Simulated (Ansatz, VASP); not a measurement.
# Cross-check of HfB2 between VASP and Ansatz

Aim: how closely do two programs agree when they are given the same cell, functional and k mesh? The cell is taken from a series of runs on this material, whose earlier steps may have relaxed, scaled, displaced or heated it; both programs get it as it stands.

Program: Ansatz 0.2.0. Level of theory: plane waves, with VASP 6.6.1 beside it; zone-centre phonons at PBEsol. Results are calculated unless marked as measured.

## Step 1: The starting structure

Symmetry: P6/mmm, No. 191, hexagonal system. Conventional cell: a = 3.068 Å, b = 3.068 Å, c = 3.366 Å, α = 90.00°, β = 90.00°, γ = 120.00°. Nearest to B lie 3 B at 1.77 Å and 6 Hf at 2.44 Å. Hf has 12 B at 2.44 Å nearest. Farther neighbours are not listed.

Coordinates:

```
B Hf
1.0
     3.06808    0.00000    0.00000
    -1.53404    2.65704    0.00000
     0.00000    0.00000    3.36635
B Hf
2 1
Direct
  0.33333 0.66667 0.50000
  0.66667 0.33333 0.50000
  0.00000 0.00000 0.00000
```

## Step 2: VASP: zone-centre phonons, PBEsol

Second derivatives magnify differences that forces hide, and they need a tight electronic threshold.

Lines of VASP's logs that name or quote its potential files are left out, and so is its time.

INCAR reads:

```
SYSTEM = HfB2
PREC = Accurate
ENCUT = 500
EDIFF = 1E-08
NELM = 120
ISMEAR = 1
SIGMA = 0.2
LREAL = .FALSE.
ALGO = Normal
GGA = PS
NBANDS = 14
LASPH = .TRUE.
LORBIT = 11
LWAVE = .FALSE.
LCHARG = .FALSE.
ISIF = 2
IBRION = 8
GGA_COMPAT = .FALSE.
KPAR = 2
```

POSCAR reads:

```
HfB2
1.0
    3.0680830991      0.0000000000      0.0000000000
   -1.5340415496      2.6570379047      0.0000000000
    0.0000000000      0.0000000000      3.3663493846
B Hf
2 1
Direct
    0.3333333333      0.6666666667      0.5000000000
    0.6666666667      0.3333333333      0.5000000000
    0.0000000000      0.0000000000      0.0000000000
```

KPOINTS reads:

```
Automatic mesh
0
Gamma
15 15 12
0 0 0
```

The projector-augmented-wave data sets are B and Hf_pv (PBE family, release 64).

Command:

```
$ mpirun -np 2 vasp_std
```

Numbers of over 12 decimals in the logs are rounded to 6 here.

Output:

```text
[banner, memory and clock lines left out]
running    2 mpi-ranks, on    1 nodes
 distrk:  each k-point on    1 cores,    2 groups
 distr:  one band on    1 cores,    1 groups

 POSCAR found type information on POSCAR B Hf
 POSCAR found :  2 types and       3 ions
|                                                                             |
|               ----> ADVICE to this user running VASP <----                  |
|                                                                             |
|     You enforced a specific xc type in the INCAR file but a different       |
|     [... a line on the potential file left out ...]
|     I HOPE YOU KNOW WHAT YOU ARE DOING!                                     |
|                                                                             |

 LDA part: xc-table for (Slater+PW92), standard interpolation
 POSCAR, INCAR and KPOINTS ok, starting setup
 FFT: planning ... GRIDC
 FFT: planning ... GRID_SOFT
 FFT: planning ... GRID
 WAVECAR not read
 entering main loop
       N       E                     dE             d eps       ncg     rms          rms(c)
DAV:   1     0.275179118379E+02    0.27518E+02   -0.79605E+03  5292   0.106E+03
DAV:   2    -0.285408579737E+02   -0.56059E+02   -0.52406E+02  6898   0.228E+02
DAV:   3    -0.300458246778E+02   -0.15050E+01   -0.14952E+01  7022   0.281E+01
DAV:   4    -0.300521762483E+02   -0.63516E-02   -0.63507E-02  6090   0.217E+00
DAV:   5    -0.300522123572E+02   -0.36109E-04   -0.36107E-04  7020   0.144E-01    0.615E+01
DAV:   6    -0.279019066222E+02    0.21503E+01   -0.31802E+00  6360   0.128E+01    0.440E+01
DAV:   7    -0.278602731204E+02    0.41634E-01   -0.12426E+00  6720   0.819E+00    0.105E+01
DAV:   8    -0.277727954235E+02    0.87478E-01   -0.37245E-01  6324   0.463E+00    0.162E+00
DAV:   9    -0.277685600840E+02    0.42353E-02   -0.26220E-02  6162   0.132E+00    0.392E-01
DAV:  10    -0.277683494871E+02    0.21060E-03   -0.91459E-04  6636   0.264E-01    0.254E-01
DAV:  11    -0.277683552571E+02   -0.57700E-05   -0.54401E-05  6414   0.573E-02    0.711E-02
DAV:  12    -0.277683535600E+02    0.16970E-05   -0.33916E-06  6192   0.146E-02    0.255E-02
DAV:  13    -0.277683537128E+02   -0.15275E-06   -0.15811E-07  6696   0.336E-03    0.556E-03
DAV:  14    -0.277683537272E+02   -0.14438E-07   -0.34270E-08  6324   0.154E-03    0.307E-03
DAV:  15    -0.277683537492E+02   -0.21992E-07   -0.34069E-09  2904   0.518E-04    0.670E-04
DAV:  16    -0.277683537482E+02    0.10355E-08   -0.31339E-10  2778   0.162E-04
   1 F= -.27768354E+02 E0= -.27768438E+02  d E =0.252633E-03
 Linear response reoptimize wavefunctions to high precision
DAV:   1    -0.277683537460E+02    0.21887E-08   -0.93472E-11  3114   0.924E-05
DAV:   2    -0.277683537460E+02    0.18645E-10   -0.12957E-11  2742   0.326E-05
 Linear response DOF=           4
 Linear response progress:
  Degree of freedom:   1/  4
       N       E                     dE             d eps       ncg     rms          rms(c)
RMM:   1    -0.458996308587E-01   -0.45900E-01    0.23970E-02 53134   0.118E+00
RMM:   2    -0.445137549511E-01    0.13859E-02   -0.12140E-03 37692   0.207E-01    0.312E-01
RMM:   3    -0.443352664795E-01    0.17849E-03   -0.58856E-04 33737   0.124E-01    0.166E-01
RMM:   4    -0.448634092146E-01   -0.52814E-03   -0.56263E-04 33989   0.116E-01    0.214E-02
RMM:   5    -0.448273949826E-01    0.36014E-04   -0.15692E-05 37261   0.234E-02    0.690E-03
RMM:   6    -0.448249958426E-01    0.23991E-05   -0.59103E-07 39588   0.428E-03    0.216E-03
RMM:   7    -0.448210466932E-01    0.39491E-05   -0.36076E-08 39743   0.163E-03    0.111E-03
RMM:   8    -0.448219210032E-01   -0.87431E-06   -0.88437E-09 41587   0.320E-04    0.450E-04
RMM:   9    -0.448222314765E-01   -0.31047E-06   -0.87440E-09 41755   0.852E-05    0.174E-04
RMM:  10    -0.448222881347E-01   -0.56658E-07   -0.43991E-09 40062   0.419E-05    0.193E-05
RMM:  11    -0.448223325402E-01   -0.44405E-07   -0.21392E-09 41202   0.117E-05    0.135E-05
RMM:  12    -0.448223327703E-01   -0.23015E-09   -0.22688E-10 38043   0.416E-06    0.215E-05
 first order change of Fermi-energy   0.11130E-04
 force on displaced ion       1 direction 1 : -20.200  -0.001   0.000
 Linear response progress:
  Degree of freedom:   2/  4
       N       E                     dE             d eps       ncg     rms          rms(c)
RMM:   1    -0.465122198757E-01   -0.46512E-01    0.44620E-02 18296   0.135E+00
RMM:   2    -0.462757373943E-01    0.23648E-03   -0.11331E-03 13455   0.205E-01    0.505E-01
RMM:   3    -0.460929759652E-01    0.18276E-03   -0.80994E-04 12167   0.147E-01    0.241E-01
RMM:   4    -0.465368585227E-01   -0.44388E-03   -0.41628E-04 13215   0.977E-02    0.333E-02
RMM:   5    -0.465734537013E-01   -0.36595E-04   -0.21478E-05 13546   0.292E-02    0.977E-03
RMM:   6    -0.465716144867E-01    0.18392E-05   -0.10413E-06 13691   0.617E-03    0.298E-03
RMM:   7    -0.465587883768E-01    0.12826E-04   -0.18310E-07 12838   0.232E-03    0.350E-04
RMM:   8    -0.465584847510E-01    0.30363E-06   -0.27699E-09 14599   0.459E-04    0.104E-04
RMM:   9    -0.465585620638E-01   -0.77313E-07    0.74781E-09 14628   0.849E-05    0.792E-05
RMM:  10    -0.465586281770E-01   -0.66113E-07    0.28715E-10 15208   0.208E-05    0.249E-05
RMM:  11    -0.465586211800E-01    0.69970E-08    0.16005E-10 14169   0.125E-05    0.238E-06
 first order change of Fermi-energy  -0.46413E-04
 force on displaced ion       1 direction 3 :  -0.000   0.000 -12.321
 Linear response progress:
  Degree of freedom:   3/  4
       N       E                     dE             d eps       ncg     rms          rms(c)
RMM:   1    -0.204580872929E+00   -0.20458E+00    0.46881E+00 13918   0.124E+01
RMM:   2    -0.201106460165E+00    0.34744E-02   -0.32523E-02 19308   0.124E+00    0.550E-01
RMM:   3    -0.200456180251E+00    0.65028E-03   -0.98586E-04 25185   0.160E-01    0.256E-01
RMM:   4    -0.199975750808E+00    0.48043E-03   -0.70977E-05 26220   0.531E-02    0.150E-01
RMM:   5    -0.199539778337E+00    0.43597E-03   -0.26521E-05 26671   0.366E-02    0.116E-02
RMM:   6    -0.199537419036E+00    0.23593E-05   -0.22439E-06 25719   0.104E-02    0.434E-03
RMM:   7    -0.199548550351E+00   -0.11131E-04   -0.77603E-09 28247   0.222E-03    0.432E-03
RMM:   8    -0.199548297299E+00    0.25305E-06   -0.46454E-07 26545   0.539E-04    0.611E-04
RMM:   9    -0.199548083733E+00    0.21357E-06   -0.51485E-07 28348   0.202E-04    0.514E-04
RMM:  10    -0.199548440587E+00   -0.35685E-06   -0.32624E-07 27622   0.657E-05    0.123E-05
RMM:  11    -0.199548440332E+00    0.25484E-09   -0.14230E-07 28354   0.239E-05    0.287E-05
RMM:  12    -0.199548459034E+00   -0.18701E-07   -0.67060E-08 26152   0.106E-05    0.312E-06
RMM:  13    -0.199548456559E+00    0.24752E-08   -0.35076E-08 20251   0.503E-06    0.525E-06
 first order change of Fermi-energy   0.71274E-04
 force on displaced ion       3 direction 1 : -17.174  -0.000   0.000
 Linear response progress:
  Degree of freedom:   4/  4
       N       E                     dE             d eps       ncg     rms          rms(c)
RMM:   1    -0.226776574025E+00   -0.22678E+00    0.46126E+00  6058   0.127E+01
RMM:   2    -0.223737211706E+00    0.30394E-02   -0.37479E-02  8143   0.131E+00    0.938E-01
RMM:   3    -0.223248651843E+00    0.48856E-03   -0.21675E-03 10465   0.207E-01    0.476E-01
RMM:   4    -0.222828066935E+00    0.42058E-03   -0.23526E-04 10091   0.803E-02    0.168E-01
RMM:   5    -0.222610875329E+00    0.21719E-03   -0.23057E-05 10810   0.305E-02    0.250E-02
RMM:   6    -0.222554042562E+00    0.56833E-04   -0.16713E-06 10633   0.968E-03    0.470E-03
RMM:   7    -0.222564501169E+00   -0.10459E-04    0.14293E-05 11164   0.352E-03    0.452E-03
RMM:   8    -0.222558989557E+00    0.55116E-05    0.22122E-05 11276   0.113E-03    0.170E-03
RMM:   9    -0.222557165576E+00    0.18240E-05    0.11742E-05 11912   0.385E-04    0.315E-04
RMM:  10    -0.222557159219E+00    0.63571E-08    0.52612E-06 12243   0.123E-04    0.467E-05
RMM:  11    -0.222557121373E+00    0.37846E-07    0.24925E-06 12196   0.524E-05    0.373E-05
RMM:  12    -0.222557056445E+00    0.64928E-07    0.12581E-06 11970   0.273E-05    0.114E-05
RMM:  13    -0.222557092896E+00   -0.36452E-07    0.58431E-07 11075   0.165E-05    0.827E-06
RMM:  14    -0.222557084631E+00    0.82651E-08    0.34257E-07  9115   0.751E-06    0.641E-06
RMM:  15    -0.222557065573E+00    0.19059E-07    0.15840E-07 10379   0.544E-06    0.232E-06
RMM:  16    -0.222557070781E+00   -0.52081E-08    0.76837E-08  6520   0.256E-06    0.908E-07
 first order change of Fermi-energy   0.10692E-05
 force on displaced ion       3 direction 3 :  -0.000  -0.000 -20.254
 Linear response finished
```

Parts of OUTCAR (step 2):

```text
ion  position               nearest neighbor table
   1  0.333  0.667  0.500-   2 1.77   2 1.77   2 1.77   3 2.44   3 2.44   3 2.44   3 2.44   3 2.44
                             3 2.44
   2  0.667  0.333  0.500-   1 1.77   1 1.77   1 1.77   3 2.44   3 2.44   3 2.44   3 2.44   3 2.44
                             3 2.44
   3  0.000  0.000  0.000-   1 2.44   2 2.44   1 2.44   2 2.44   1 2.44   1 2.44   2 2.44   2 2.44
                             2 2.44   2 2.44   1 2.44   1 2.44

  LATTYP: Found a hexagonal cell.
 ALAT       =     3.0680830991
 C/A-ratio  =     1.0972158432

 Subroutine GETGRP returns: Found 24 space group operations
 (whereof 24 operations were pure point group operations)

The static configuration has the point symmetry D_6h.

 Found    189 irreducible k-points:

   k-points           NKPTS =    189   k-points in BZ     NKDIM =    189   number of bands    NBANDS=     14

   dimension x,y,z NGX =    24 NGY =   24 NGZ =   28
   dimension x,y,z NGXF=    48 NGYF=   48 NGZF=   56

   ENCUT  =  500.0 eV  36.75 Ry    6.06 a.u.   5.59  5.59  6.14*2*pi/ulx,y,z

   NELECT =      16.0000    total number of electrons

 k-points in reciprocal lattice and weights: Automatic mesh
   0.00000000  0.00000000  0.00000000       0.000
   0.06666667 -0.00000000  0.00000000       0.002
   0.13333333  0.00000000  0.00000000       0.002
   0.20000000 -0.00000000  0.00000000       0.002
   0.26666667  0.00000000  0.00000000       0.002
   0.33333333 -0.00000000  0.00000000       0.002
   0.40000000 -0.00000000  0.00000000       0.002
   0.46666667 -0.00000000  0.00000000       0.002
   0.06666667  0.06666667  0.00000000       0.002
[...]
0.33333333  0.26666667  0.50000000       0.004
   0.33333333  0.33333333  0.50000000       0.001

 average (electrostatic) potential at core
       1 -24.4075       2 -24.4075       3 -33.0982

  Total        3.1261035      3.1261035      3.2301341     -0.0000000     -0.0000000      0.0000000
  in kB      182.5113485    182.5113485    188.5849712     -0.0000000     -0.0000000      0.0000000
  external PRESSURE =     184.5358894 kB  Pullay stress =       0.0000000 kB

  energy-cutoff  :      500.00
  volume of cell :       27.44
      direct lattice vectors                 reciprocal lattice vectors
     3.068083099  0.000000000  0.000000000     0.325936413  0.188179476  0.000000000
    -1.534041550  2.657037905  0.000000000     0.000000000  0.376358952  0.000000000
     0.000000000  0.000000000  3.366349385     0.000000000  0.000000000  0.297057698

 POSITION                                       TOTAL-FORCE (eV/Angst)
 -----------------------------------------------------------------------------------
     -0.00000      1.77136      1.68317        -0.000000      0.000000      0.000000
      1.53404      0.88568      1.68317         0.000000      0.000000      0.000000
      0.00000      0.00000      0.00000         0.000000      0.000000      0.000000
 -----------------------------------------------------------------------------------
    total drift:                               -0.000000      0.000000      0.000000

 Eigenvectors and eigenvalues of the dynamical matrix
 ----------------------------------------------------

   1 f  =   26.817347 THz   168.498360 2PiTHz  894.530405 cm-1   110.907585 meV
             X         Y         Z           dx          dy          dz
     -0.000000  1.771359  1.683175    -0.641441    0.297580   -0.000000
      1.534042  0.885679  1.683175     0.641441   -0.297580    0.000000
      0.000000  0.000000  0.000000     0.000000   -0.000000    0.000000

   2 f  =   26.817347 THz   168.498360 2PiTHz  894.530405 cm-1   110.907585 meV
             X         Y         Z           dx          dy          dz
     -0.000000  1.771359  1.683175     0.297580    0.641441   -0.000000
      1.534042  0.885679  1.683175    -0.297580   -0.641441    0.000000
      0.000000  0.000000  0.000000     0.000000   -0.000000    0.000000

   3 f  =   18.115517 THz   113.823148 2PiTHz  604.268590 cm-1    74.919723 meV
             X         Y         Z           dx          dy          dz
     -0.000000  1.771359  1.683175     0.000000   -0.000000   -0.707107
      1.534042  0.885679  1.683175    -0.000000    0.000000    0.707107
      0.000000  0.000000  0.000000     0.000000   -0.000000    0.000000

   4 f  =   16.019901 THz   100.656008 2PiTHz  534.366385 cm-1    66.252958 meV
             X         Y         Z           dx          dy          dz
     -0.000000  1.771359  1.683175    -0.000000    0.000000    0.667810
      1.534042  0.885679  1.683175    -0.000000    0.000000    0.667810
      0.000000  0.000000  0.000000     0.000000    0.000000   -0.328726

   5 f  =   14.752868 THz    92.695005 2PiTHz  492.102713 cm-1    61.012933 meV
             X         Y         Z           dx          dy          dz
     -0.000000  1.771359  1.683175     0.605794   -0.281052    0.000000
      1.534042  0.885679  1.683175     0.605794   -0.281052    0.000000
      0.000000  0.000000  0.000000    -0.298176    0.138336    0.000000

   6 f  =   14.752868 THz    92.695005 2PiTHz  492.102713 cm-1    61.012933 meV
             X         Y         Z           dx          dy          dz
     -0.000000  1.771359  1.683175     0.281052    0.605794   -0.000000
      1.534042  0.885679  1.683175     0.281052    0.605794   -0.000000
      0.000000  0.000000  0.000000    -0.138336   -0.298176    0.000000

   7 f/i=    0.000091 THz     0.000572 2PiTHz    0.003037 cm-1     0.000377 meV
             X         Y         Z           dx          dy          dz
     -0.000000  1.771359  1.683175     0.021475    0.231434    0.000000
      1.534042  0.885679  1.683175     0.021475    0.231434    0.000000
      0.000000  0.000000  0.000000     0.087259    0.940394    0.000000

   8 f/i=    0.000091 THz     0.000572 2PiTHz    0.003037 cm-1     0.000377 meV
             X         Y         Z           dx          dy          dz
     -0.000000  1.771359  1.683175    -0.231434    0.021475    0.000000
      1.534042  0.885679  1.683175    -0.231434    0.021475    0.000000
      0.000000  0.000000  0.000000    -0.940394    0.087259    0.000000

   9 f/i=    0.000294 THz     0.001845 2PiTHz    0.009797 cm-1     0.001215 meV
             X         Y         Z           dx          dy          dz
     -0.000000  1.771359  1.683175     0.000000   -0.000000    0.232444
      1.534042  0.885679  1.683175     0.000000   -0.000000    0.232444
      0.000000  0.000000  0.000000     0.000000   -0.000000    0.944425

 ELASTIC MODULI CONTR FROM IONIC RELAXATION (kBar)
 Direction    XX          YY          ZZ          XY          YZ          ZX
 --------------------------------------------------------------------------------
 XX          -0.0014      0.0014      0.0000      0.0000     -0.0000      0.0000
 YY           0.0014     -0.0014     -0.0000      0.0000      0.0000      0.0000
 ZZ           0.0000     -0.0000     -0.0000     -0.0000      0.0000      0.0000
 XY           0.0000      0.0000     -0.0000     -0.0014     -0.0000      0.0000
 YZ          -0.0000      0.0000      0.0000     -0.0000     -0.0000      0.0000
 ZX           0.0000      0.0000      0.0000      0.0000      0.0000      0.0000
 --------------------------------------------------------------------------------
```

[end of part 1 of 2]

[Lines on the potential files, build, host, timing and source positions are cut from VASP's logs without a mark.]

[Logs are printed without paths, hosts, clocks, repeated set-up lines and the standing remarks that a program may print on its own settings, such as how far it seeks lower states.]

[Hosts, paths, dates, database ids (printed as entryN), source tags and the programs' standing remarks are cut or masked in the printed files.]
